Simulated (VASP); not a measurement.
```yaml
crystal:
  lattice:
    - [0.00000, 2.38803, 2.38803]
    - [2.38803, 0.00000, 2.38803]
    - [2.38803, 2.38803, 0.00000]
  atoms:
    - { symbol: Ca, position: [0.00000, 0.00000, 0.00000] }
    - { symbol: O, position: [0.50000, 0.50000, 0.50000] }
```

Level of theory: PBEsol GGA, VASP's PBE PAW potentials (set 64) (plane waves; VASP). Settings: 520 eV cut-off, 11×11×11 Γ-centred mesh, tetrahedra with Blöchl corrections, potentials Ca_sv O.

Q: Predict the energy per atom (σ→0).

A: 
* **energy per atom (σ→0)**: -6.706 eV/atom

Only differences to runs with the same potentials and settings are physical.

The compound is CaO in the rock salt structure. It was relaxed first.
